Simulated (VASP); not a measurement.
# Lattice constant a of bcc metals: measurement against PBE

Computed values from VASP (plane waves, PAW); cells keep the symmetry of their structure type. Static lattice, each level at its own minimum.

Here x stands for PBE a and y for measured a.

```csv
solid,PBE a (Å),measured a (Å),cut-off (eV),basis of the measured value
W,3.185,?,520,"0 K, zero-point corrected"
Nb,3.310,3.294,520,"0 K, zero-point corrected"
Ta,3.318,3.299,520,"0 K, zero-point corrected"
Li,3.438,3.449,520,"0 K, zero-point corrected"
Na,4.199,4.214,520,"0 K, zero-point corrected"
Ba,5.034,4.995,520,"0 K, zero-point corrected"
K,5.287,5.212,520,"0 K, zero-point corrected"
Rb,5.667,5.576,520,"0 K, zero-point corrected"
Cs,6.162,6.039,520,"0 K, zero-point corrected"
```

Using a straight line, estimate the missing y at x = 3.185 from the other rows, showing the fit.

With u = x - 4.6, the rows have u = -1.2900, -1.2820, -1.1620, -0.4010, 0.4340, 0.6870, 1.0670, 1.5620. Means: u -0.048125, y 4.5098. About the means, the sum of products is 8.6911 and the sum of squares of u is 9.0388; the slope is their ratio. Least squares gives y = 4.5560 + 0.96153·u. Residuals (row less fit): -0.0216, -0.0243, 0.0103, 0.0436, 0.0217, -0.0046, -0.0060, -0.0189; standard error 0.0257 (degrees of freedom: 6). The slope is 0.962 with a standard error of 0.0085. Before the fit, PBE less measured has mean 0.0421, mean absolute 0.0486 and median absolute 0.0290 Å over these 8 rows. At the withheld row, u = -1.4150, so y = 4.5560 + 0.96153 × (-1.4150) = 3.1954 Å. The measured value is 3.160 Å, 0.0354 Å below the prediction (1.2 % of the range of y in the table). The row lies outside the fitted rows, so this is an extrapolation. From the scatter of the fitted rows alone, a prediction at this place has a standard error of 0.0296 Å, so the miss is 1.2 times that.

Plain PBE misses this row by 0.025 Å. The rows are a random draw of 9 from the 10 solids that have both values on this basis (zero-point corrected by the source), of 10 computed in this series. Not drawn: V to Ni and open 4f shells, rows kept for tests, unfit runs, cells that left their space group, values derived or compiled from fits, values whose temperature is given only as extrapolated, encyclopaedia, home-page and unnamed sources, sources from 2025 on. Measured values as quoted by these papers, many of them computational: W Daniel Mejia-Rodriguez et al., Physical Review B (2018), arXiv:1807.09216; Nb Daniel Mejia-Rodriguez et al., Physical Review B (2018), arXiv:1807.09216; Ta Daniel Mejia-Rodriguez et al., Physical Review B (2018), arXiv:1807.09216; Li Gábor I. Csonka et al., Physical Review B (2009), arXiv:0903.4037; Na Daniel Mejia-Rodriguez et al., Physical Review B (2018), arXiv:1807.09216; Ba Gábor I. Csonka et al., Physical Review B (2009), arXiv:0903.4037; K Gábor I. Csonka et al., Physical Review B (2009), arXiv:0903.4037; Rb Gábor I. Csonka et al., Physical Review B (2009), arXiv:0903.4037; Cs Gábor I. Csonka et al., Physical Review B (2009), arXiv:0903.4037.
